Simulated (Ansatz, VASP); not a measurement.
## BAs in two plane-wave programs

One calculation is typed for both programs; each brings its own data sets. How far apart do they land? The cell is taken from a series of runs on this material, whose earlier steps may have relaxed, scaled, displaced or heated it; both programs get it as it stands.

Main program and level: Ansatz 0.2.0; plane waves, with VASP 6.6.1 beside it; single point at LDA.

### 1. The structure

It takes space group Imm2 (No. 44, orthorhombic). The conventional cell has a = 3.374 Å, b = 3.395 Å, c = 4.801 Å, α = 90.00°, β = 90.00°, γ = 90.00°. B has 4 As at 2.07 to 2.08 Å nearest. As has 4 B at 2.07 to 2.08 Å nearest. Farther neighbours are not listed.

Coordinates:

```xyz
2
Lattice="-1.6974 -2.4004 1.6869 1.6974 -2.4004 1.6869 0.0000 0.0000 3.3737" Properties=species:S:1:pos:R:3 pbc="T T T"
B     0.0000   -0.0012    3.3737
As    0.0000   -3.5995    5.0606
```

### 2. VASP: single point, LDA, pair 1

With cell and atoms fixed, the geometry can't cause a difference; cores, projectors, grids and the points listed under the comparison can.

Lines of VASP's logs that name or quote its potential files are left out, and so is its time.

INCAR

```
SYSTEM = BAs
PREC = Accurate
ENCUT = 500
EDIFF = 1E-06
NELM = 120
ISMEAR = -1
SIGMA = 0.02
LREAL = .FALSE.
ALGO = Normal
GGA = PW92
NBANDS = 10
LORBIT = 11
LWAVE = .FALSE.
LCHARG = .FALSE.
ISIF = 2
LASPH = .TRUE.
GGA_COMPAT = .FALSE.
EFERMI = MIDGAP
```

POSCAR

```
BAs
1.0
   -1.6973691728     -2.4004424983      1.6868551855
    1.6973691728     -2.4004424983      1.6868551855
    0.0000000000      0.0000000035      3.3737103661
B As
1 1
Direct
    0.0002490720      0.0002490720      0.9997509280
    0.7497509280      0.7497509280      0.7502490720
```

KPOINTS

```
Automatic mesh
0
Gamma
6 6 6
0 0 0
```

The projector-augmented-wave data sets are B and As (LDA family, release 64).

On the command line:

```
$ mpirun -np 1 vasp_std
```

Numbers of over 12 decimals in the logs are rounded to 6 here.

The log of the run:

```text
[banner, memory and clock lines left out]
running    1 mpi-ranks, on    1 nodes
 distrk:  each k-point on    1 cores,    1 groups
 distr:  one band on    1 cores,    1 groups

 POSCAR found type information on POSCAR B As
 POSCAR found :  2 types and       2 ions
|                                                                             |
|               ----> ADVICE to this user running VASP <----                  |
|                                                                             |
|     You enforced a specific xc type in the INCAR file but a different       |
|     [... a line on the potential file left out ...]
|     I HOPE YOU KNOW WHAT YOU ARE DOING!                                     |
|                                                                             |

 LDA part: xc-table for (Slater(with rela. corr.)+PW92), standard interpolation
 POSCAR, INCAR and KPOINTS ok, starting setup
 FFT: planning ... GRIDC
 FFT: planning ... GRID_SOFT
 FFT: planning ... GRID
 WAVECAR not read
 entering main loop
       N       E                     dE             d eps       ncg     rms          rms(c)
DAV:   1     0.108790998157E+02    0.10879E+02   -0.35829E+03   920   0.667E+02
DAV:   2    -0.129172527550E+02   -0.23796E+02   -0.22827E+02  1306   0.108E+02
DAV:   3    -0.136051239048E+02   -0.68787E+00   -0.68639E+00  1082   0.176E+01
DAV:   4    -0.136073878369E+02   -0.22639E-02   -0.22637E-02  1140   0.112E+00
DAV:   5    -0.136073911445E+02   -0.33077E-05   -0.33076E-05  1088   0.434E-02    0.495E+00
DAV:   6    -0.129883512237E+02    0.61904E+00   -0.17301E+00   994   0.565E+00    0.234E+00
DAV:   7    -0.129098508815E+02    0.78500E-01   -0.18748E-01  1126   0.233E+00    0.882E-01
DAV:   8    -0.128965771870E+02    0.13274E-01   -0.24572E-02  1022   0.870E-01    0.101E-01
DAV:   9    -0.128966047193E+02   -0.27532E-04   -0.73105E-04  1048   0.179E-01    0.565E-02
DAV:  10    -0.128966132527E+02   -0.85333E-05   -0.85825E-05  1012   0.563E-02    0.133E-02
DAV:  11    -0.128966146514E+02   -0.13987E-05   -0.15748E-06  1072   0.918E-03    0.119E-02
DAV:  12    -0.128966145000E+02    0.15138E-06   -0.74944E-07   622   0.394E-03
   1 F= -.12896614E+02 E0= -.12896614E+02  d E =-.431738E-14
```

From OUTCAR (step 2):

```text
ion  position               nearest neighbor table
   1  0.000  0.000  1.000-   2 2.07   2 2.07   2 2.08   2 2.08
   2  0.750  0.750  0.750-   1 2.07   1 2.07   1 2.08   1 2.08

  LATTYP: Found a body centered orthorhombic cell.
 ALAT       =     3.3737103661
 B/A-ratio  =     1.0062328941
 C/A-ratio  =     1.4230282031

 Subroutine GETGRP returns: Found  4 space group operations
 (whereof  4 operations were pure point group operations)

The static configuration has the point symmetry C_2v.

 Found     46 irreducible k-points:

   k-points           NKPTS =     46   k-points in BZ     NKDIM =     46   number of bands    NBANDS=     10

   dimension x,y,z NGX =    28 NGY =   28 NGZ =   28
   dimension x,y,z NGXF=    56 NGYF=   56 NGZF=   56

   ENCUT  =  500.0 eV  36.75 Ry    6.06 a.u.   6.18  6.18  6.15*2*pi/ulx,y,z

   NELECT =       8.0000    total number of electrons

 k-points in reciprocal lattice and weights: Automatic mesh
   0.00000000  0.00000000  0.00000000       0.005
   0.16666667  0.00000000 -0.00000000       0.019
   0.33333333 -0.00000000 -0.00000000       0.019
   0.50000000 -0.00000000 -0.00000000       0.009
   0.16666667  0.16666667 -0.00000000       0.009
   0.33333333  0.16666667 -0.00000000       0.019
   0.50000000  0.16666667 -0.00000000       0.019
  -0.33333333  0.16666667  0.00000000       0.019
  -0.16666667  0.16666667  0.00000000       0.009
[...]
-0.33333333  0.16666667  0.50000000       0.019
  -0.16666667  0.16666667  0.50000000       0.019

 average (electrostatic) potential at core
       1 -32.0515       2 -52.0871

 E-fermi :   6.6916

 k-point     1 :       0.0000    0.0000    0.0000
  band No.  band energies     occupation
      1      -9.2323      2.00000
      2       6.0459      2.00000
      3       6.0539      2.00000
      4       6.0993      2.00000
      5       9.2487      0.00000
      6       9.3126      0.00000
      7       9.3462      0.00000
      8      10.6515      0.00000
      9      15.3792      0.00000
    ...

 k-point     2 :       0.1667    0.0000   -0.0000
  band No.  band energies     occupation
      1      -8.7871      2.00000
      2       3.1085      2.00000
      3       5.3807      2.00000
      4       5.4314      2.00000
      5       9.3242      0.00000
      6      10.1653      0.00000
      7      10.2143      0.00000
      8      12.5806      0.00000
      9      16.7856      0.00000
    ...

 k-point     3 :       0.3333   -0.0000   -0.0000
  band No.  band energies     occupation
      1      -7.5464      2.00000
      2      -0.6261      2.00000
      3       4.5608      2.00000
      4       4.6107      2.00000
      5       8.9077      0.00000
      6      10.8293      0.00000
      7      10.8861      0.00000
      8      14.5691      0.00000
      9      17.3249      0.00000
    ...

  Total       -0.8627985     -0.8181233     -0.5522642      0.0000000      0.0000000     -0.0000000
  in kB      -50.2822346    -47.6786475    -32.1848916      0.0000000      0.0000000     -0.0000000
  external PRESSURE =     -43.3819246 kB  Pullay stress =       0.0000000 kB

  energy-cutoff  :      500.00
  volume of cell :       27.49
      direct lattice vectors                 reciprocal lattice vectors
    -1.697369173 -2.400442498  1.686855186    -0.294573513 -0.208294929  0.000000000
     1.697369173 -2.400442498  1.686855186     0.294573513 -0.208294929  0.000000000
     0.000000000  0.000000003  3.373710366     0.000000000  0.208294929  0.296409558

 POSITION                                       TOTAL-FORCE (eV/Angst)
 -----------------------------------------------------------------------------------
      0.00000     -0.00120      3.37371         0.000000     -0.000704      0.000000
      0.00000     -3.59947      5.06057         0.000000      0.000704     -0.000000
 -----------------------------------------------------------------------------------
    total drift:                                0.000000      0.000050      0.000000

  FREE ENERGIE OF THE ION-ELECTRON SYSTEM (eV)
  ---------------------------------------------------
  free  energy   TOTEN  =       -12.8966145000 eV

  energy  without entropy=      -12.8966145000  energy(sigma->0) =      -12.89661450

 total charge
# of ion       s       p       d       tot
------------------------------------------
    1        0.647   1.174   0.000   1.821
    2        1.178   1.670   0.084   2.933
--------------------------------------------------
tot          1.825   2.845   0.084   4.754

[... 3 further parts left out ...]
```

The run ends at a pressure of -4.34 GPa, with forces up to 7.0e-4 eV/Å.

### 3. Ansatz: single point, LDA, pair 1

Ansatz runs on its default PAW (the set named soft_2) files.

The same cell, functional (in two slightly different forms), mesh and smearing now go to Ansatz, which takes its cutoff from its data sets.

input.yaml

```yaml
crystal:
  lattice:
    - [-1.6973691728, -2.4004424983, 1.6868551855]
    - [1.6973691728, -2.4004424983, 1.6868551855]
    - [0.0, 3.5e-09, 3.3737103661]
  atoms:
    - { symbol: B, position: [0.000249072, 0.000249072, -0.000249072] }
    - { symbol: As, position: [0.749750928, 0.749750928, 0.750249072] }
kpoints:
  mp_grid: { grid: [6, 6, 6] }
  band_path:
    path:
      - [[0.0, 0.0, 0.0], [0.5, 0.5, 0.0], [0.37314129, 0.37314129, -0.25371742]]
      - [[-0.37314129, -0.37314129, -0.74628258], [0.0, 0.0, 0.0], [-0.375, 0.375, 0.0]]
      - [[0.375, 0.625, 0.0], [0.5, 0.5, 0.0]]
      - [[0.0, 0.0, 0.0], [0.0, 0.0, -0.5], [-0.25, 0.25, -0.5], [0.0, 0.5, 0.0], [0.0, 0.0, 0.0], [-0.5, 0.0, -0.5], [-0.25, 0.25, -0.5]]
    npoints: 10
hamiltonian:
  xc: lda
scf:
  occupations: { method: fermi_dirac, width: 0.02 }
  n_extra_bands: 30
output:
  eigenvalues: true
  forces: true
  stress: true
  fatbands: true
```

On the command line:

```
$ ansatz run input.yaml --threads 8 --pin off --max-ram 18432MiB --backend cpu --events-out ev --progress --plain --runs-dir out
```

The log of the run:

```text
scf.n_extra_bands = 30 over 9 filled bands (N_el = 18.0): the run solves 39 bands
Engine: ansatz 0.2.0, aarch64-unknown-linux-gnu
Pseudopotentials: kind: paw
Pseudopotential: B, paw, valence charge 3, recommended cutoff 420 eV (normal), B.paw.azcp
Pseudopotential: As, paw, valence charge 15, recommended cutoff 420 eV (normal), As.paw.azcp
Functional definition: SPW92
  exchange = slater_x
  correlation = pw_c
Crystal: 2 atoms, lattice volume = 27.492 Å³
Basis set: ecut = 420 eV, 533 PW (Γ)
Bands: 39, of which v1, the nominal top of the filled ones, is band 9 counted from 1 (8 counted from 0)
Symmetry: 4 space group operations
Space group: Imm2 (ITA 44), of the structure as read, at distance tolerance 3.0e-5 Å
k-points: 46 of 216 (time reversal used)
Non-local potential: B, projectors of the file, l = 0: 2, l = 1: 2, l = 2: 1
Non-local potential: As, projectors of the file, l = 0: 2, l = 1: 2, l = 2: 3, l = 3: 1
PAW form: soft (Blöchl's): semilocal exchange-correlation on the pseudo side does not see the compensation charge
PAW frozen core: B, regenerated for the run's functional, and the local potential with it (the file was generated under x = pbe(κ = 0.804, μ = 0.219515), c = pbe(β = 0.066725))
PAW frozen core: As, regenerated for the run's functional, and the local potential with it (the file was generated under x = pbe(κ = 0.804, μ = 0.219515), c = pbe(β = 0.066725))
PAW one-centre angular grid: B, 110 points (default); XC on 64 Gauss nodes
PAW one-centre angular grid: As, 590 points (default); XC on 64 Gauss nodes
Initial density: superposition of atomic densities (neutral atoms: chi_scale 0, normalization atom), corrected by the library's trained network
Initial wavefunctions: pseudopotential atomic-orbital guess
Functional: x = slater, c = lda
SCF iter   1: F=—  HF=-4923.497577 eV  |F-HF|=—  |Δ(HF+E_count)|=         —  Δρ=7.04e-3  dr2=1.38e-2  ethr=1.77e-3  ⟨swp⟩=5.1  Hψ=7500  notcnv=0  defer=655
preconditioner: auto → none  [insulator: Δε(μ)=1.187 eV  Ē_g=35.567 eV  σ=0.020 eV  W_gap=1.00  n_scr=8 (ndim 8)  ℏωp=20.0 eV  f_vac=0.001  D(μ)=0.00/eV (n_scr^D=0)  ε∞_Penn≈1.3]
SCF iter   2: F=—  HF=-4923.493699 eV  |F-HF|=—  |Δ(HF+E_count)|=   3.88e-3  Δρ=2.84e-3  dr2=2.14e-3  ethr=7.65e-5  ⟨swp⟩=1.2  Hψ=2169  notcnv=0  defer=1022
SCF iter   3: F=—  HF=-4923.493010 eV  |F-HF|=—  |Δ(HF+E_count)|=   6.89e-4  Δρ=2.41e-4  dr2=1.47e-5  ethr=1.19e-5  ⟨swp⟩=2.5  Hψ=1224  notcnv=0  defer=1047
SCF iter   4: F=—  HF=-4923.493003 eV  |F-HF|=—  |Δ(HF+E_count)|=   6.51e-6  Δρ=8.28e-5  dr2=1.04e-6  ethr=8.15e-8  ⟨swp⟩=2.0  Hψ=1104  notcnv=0  defer=1047
iter 5 did not close the SCF: its close was put off for the readings that it lacked (scf_convergence_deferred on its scf_iter line)
SCF iter   5: F=-4923.493003 eV  HF=-4923.493003 eV  |F-HF|=1.37e-7  |Δ(HF+E_count)|=   1.36e-7  Δρ=1.96e-5  dr2=8.42e-8  ethr=5.76e-9  ⟨swp⟩=1.8  Hψ=808  notcnv=0  defer=1047
SCF iter   6: F=-4923.493003 eV  HF=-4923.493003 eV  |F-HF|=2.84e-10  |Δ(HF+E_count)|=   5.70e-8  Δρ=1.20e-6  dr2=3.15e-10  ethr=4.68e-10  ⟨swp⟩=8.8  Hψ=10965  notcnv=0
SCF 1 converged in 6 iterations: F = -4923.493003 eV  dr2 = 3.15e-10
  greatest PAW one-centre occupation: 0.999 electrons in one spin orbital (limit 2), on the As atom at site 1 (counted from 0), in its partial waves of l = 2
NSCF: frozen V_eff on 114 k-points
SCF converged after 6 iterations
Free energy (F): -4923.493003 eV
Harris-Foulkes:  -4923.493003 eV  (|F-HF|=2.84e-10)
Internal energy: -4923.493003 eV  (E = F + TS)
E sigma→0 (E₀):  -4923.493003 eV
Fermi energy:    11.321998 eV
--- Per-component energies (eV) ---
  E_band       = -218.212648
  E_kinetic    = 152.330355
  E_local      = -1710.868729  (includes V_loc(G=0)·N_el)
  E_nonlocal   = -652.047678
  E_hartree    = 944.459904
  E_xc         = -110.921855
  E_vxc        = -117.716943  (∫ρ·V_xc dr)
  E_paw        = -1827.821137  (= ΣΔE_a)
  E_vpaw       = 221.171068  (= ΣTr[D̂ρ^β])
  E_aug_tail   = 0.000007  (compensation charges beyond the density's cutoff)
  E_ewald      = -1720.744935
  E_core_change = 2.121064  (= ΣΔE_core)
  E_smearing   = -0.000000  (= −TS)
  E_closure    = 0.000000  (closes the sum)
  Σ components = -4923.493003   (vs F -4923.493003, Δ=0.00e0)
--- Forces (eV/Å), atoms counted from 1 ---
  atom   1  B      0.00000000     0.00074023    -0.00000000
  atom   2  As     0.00000000    -0.00073579     0.00000000
  max |Σ_I F_I| component: 4.44e-6 eV/Å
--- Stress (GPa, compression-positive) ---
       -5.702210      -0.000000       0.000000
        0.000000      -5.450406       0.000000
        0.000000       0.000000      -3.905074
  P = ⅓ Tr σ = -5.0192 GPa (-50.192 kbar)
--- Band table (eV; the first three rows and the last of 46) ---
  k-point 0: bands = [... 5 lower, -4.6068, 10.6876, 10.6956, 10.7410, 13.8925, 13.9562, 13.9899, 15.2485, ... 26 higher]
  k-point 1: bands = [... 5 lower, -4.1569, 7.8007, 10.0201, 10.0213, 13.8992, 14.7829, 14.8462, 17.2448, ... 26 higher]
  k-point 2: bands = [... 5 lower, -2.9018, 4.0496, 9.1830, 9.1992, 13.4567, 15.4715, 15.4958, 19.2198, ... 26 higher]
  k-point 45: bands = [... 5 lower, -0.5518, 2.3244, 6.6466, 6.7400, 12.0434, 12.2019, 21.8598, 21.8887, ... 26 higher]
```

### 4. Differences

Known differences besides the potentials themselves: the data sets hold 18 valence electrons in Ansatz (on its default PAW (the set named soft_2) files) and 8 in VASP; the cutoff is 420 eV in Ansatz and 500 eV in VASP; VASP's log shows a relativistic correction to its local exchange, Ansatz's none. Total energies have different zeros and are not compared.

The two programs side by side:

| quantity | Ansatz | VASP | difference |
| --- | --- | --- | --- |
| pressure (GPa) | -5.02 | -4.34 | -0.68 |
| gap on the k mesh (eV) | 1.188 | 1.185 | +0.004 |

A gap on the mesh is an upper bound, since the band edges may lie between its points.

### 5. VASP: single point, LDA, pair 2

A single point gives forces, pressure and levels at one fixed geometry, so differences don't come from the geometry; what else differs is listed under the comparison. The cell compared in this pair holds 27.02 Å³, against 27.49 Å³ for the pair before.

INCAR is that of step 2.

POSCAR

```
BAs
1.0
   -1.6804799273     -2.3765574982      1.6911397613
    1.6804799273     -2.3765574982      1.6911397613
    0.0000000000      0.0000000036      3.3822795176
B As
1 1
Direct
    0.9997223914      0.9997223914      0.0002776086
    0.7502776086      0.7502776086      0.7497223914
```

KPOINTS is that of step 2.

On the command line:

```
$ mpirun -np 1 vasp_std
```

The log of the run:

```text
[banner, memory and clock lines left out]
running    1 mpi-ranks, on    1 nodes
[...]
[... a notice as in an earlier step ...]

 LDA part: xc-table for (Slater(with rela. corr.)+PW92), standard interpolation
 POSCAR, INCAR and KPOINTS ok, starting setup
[...]
entering main loop
       N       E                     dE             d eps       ncg     rms          rms(c)
DAV:   1     0.114039281354E+02    0.11404E+02   -0.37375E+03   920   0.681E+02
DAV:   2    -0.129693317788E+02   -0.24373E+02   -0.23616E+02  1266   0.108E+02
DAV:   3    -0.136520467967E+02   -0.68272E+00   -0.68138E+00  1136   0.178E+01
DAV:   4    -0.136537897362E+02   -0.17429E-02   -0.17428E-02  1088   0.100E+00
[...]
DAV:  10    -0.129059299483E+02   -0.78729E-05   -0.85888E-05   990   0.562E-02    0.136E-02
DAV:  11    -0.129059313998E+02   -0.14515E-05   -0.16970E-06  1070   0.937E-03    0.124E-02
DAV:  12    -0.129059312421E+02    0.15777E-06   -0.75608E-07   602   0.396E-03
   1 F= -.12905931E+02 E0= -.12905931E+02  d E =-.490841E-14
```

Parts of OUTCAR (step 5):

```text
  Total       -0.2117816     -0.2620645     -0.5306191      0.0000000     -0.0000000      0.0000000
  in kB      -12.5596532    -15.5416698    -31.4682321      0.0000000     -0.0000000      0.0000000
  external PRESSURE =     -19.8565184 kB  Pullay stress =       0.0000000 kB

 POSITION                                       TOTAL-FORCE (eV/Angst)
 -----------------------------------------------------------------------------------
      0.00000     -4.75180      3.38228         0.000000      0.000757     -0.000000
      0.00000     -3.56616      5.07342         0.000000     -0.000757      0.000000
 -----------------------------------------------------------------------------------
    total drift:                               -0.000000     -0.000072      0.000000

  FREE ENERGIE OF THE ION-ELECTRON SYSTEM (eV)
  ---------------------------------------------------
  free  energy   TOTEN  =       -12.9059312421 eV

  energy  without entropy=      -12.9059312421  energy(sigma->0) =      -12.90593124

[... 1 part as in an earlier step ...]

[... 2 further parts left out ...]
[key lines of the parts left out:]
E-fermi :   6.8682
```

The run ends at a pressure of -1.99 GPa, with forces up to 7.6e-4 eV/Å.

### 6. Ansatz: single point, LDA, pair 2

The same cell, functional (in two slightly different forms), mesh and smearing now go to Ansatz, which takes its cutoff from its data sets.

The cell is taken from a series of runs on this material, whose earlier steps may have relaxed, scaled, displaced or heated it; both programs get it as it stands.

input.yaml

```yaml
crystal:
  lattice:
    - [-1.6804799273, -2.3765574982, 1.6911397613]
    - [1.6804799273, -2.3765574982, 1.6911397613]
    - [0.0, 3.6e-09, 3.3822795176]
  atoms:
    - { symbol: B, position: [-0.0002776086, -0.0002776086, 0.0002776086] }
    - { symbol: As, position: [0.7502776086, 0.7502776086, 0.7497223914] }
kpoints:
  mp_grid: { grid: [6, 6, 6] }
  band_path:
    path:
      - [[0.0, 0.0, 0.0], [-0.5, -0.5, 0.0], [-0.625, -0.375, 0.0]]
      - [[-0.375, 0.375, 0.0], [0.0, 0.0, 0.0], [-0.37689152, -0.37689152, -0.75378305]]
      - [[-0.62310848, -0.62310848, -0.24621695], [-0.5, -0.5, 0.0]]
      - [[0.0, 0.0, 0.0], [-0.5, 0.0, 0.0], [-0.75, -0.25, -0.5], [-0.5, -0.5, -0.5], [0.0, 0.0, 0.0], [-0.5, 0.0, -0.5], [-0.75, -0.25, -0.5]]
    npoints: 10
hamiltonian:
  xc: lda
scf:
  occupations: { method: fermi_dirac, width: 0.02 }
  n_extra_bands: 30
output:
  eigenvalues: true
  forces: true
  stress: true
  fatbands: true
```

On the command line:

```
$ ansatz run input.yaml --threads 8 --pin off --max-ram 18432MiB --backend cpu --events-out ev --progress --plain --runs-dir out
```

The log of the run:

```text
[...]
Crystal: 2 atoms, lattice volume = 27.016 Å³
Basis set: ecut = 420 eV, 531 PW (Γ)
Bands: 39, of which v1, the nominal top of the filled ones, is band 9 counted from 1 (8 counted from 0)
Symmetry: 4 space group operations
[...]
k-points: 46 of 216 (time reversal used)
[...]
k-point 0: bands = [... 5 lower, -4.4871, 10.9512, 11.0003, 11.0057, 14.2052, 14.2298, 14.3035, 15.7479, ... 26 higher]
  k-point 1: bands = [... 5 lower, -4.0348, 7.9960, 10.3123, 10.3158, 14.3144, 15.1139, 15.1805, 17.6428, ... 26 higher]
  k-point 2: bands = [... 5 lower, -2.7721, 4.2118, 9.4745, 9.4893, 13.9113, 15.8053, 15.8299, 19.5819, ... 26 higher]
  k-point 45: bands = [... 5 lower, -0.3082, 2.5396, 6.8104, 6.9075, 12.2525, 12.4149, 22.3085, 22.3405, ... 26 higher]
[key lines of the parts left out:]
SCF converged after 6 iterations
Free energy (F): -4923.504579 eV
Fermi energy:    11.589201 eV
P = ⅓ Tr σ = -2.7284 GPa (-27.284 kbar)
```

[end of part 1 of 2]

[Lines on the potential files, build, host, timing and source positions are cut from VASP's logs without a mark.]

[Logs are printed without paths, hosts, clocks, repeated set-up lines and the standing remarks that a program may print on its own settings, such as how far it seeks lower states.]

[Hosts, paths, dates, database ids (printed as entryN), source tags and the programs' standing remarks are cut or masked in the printed files.]
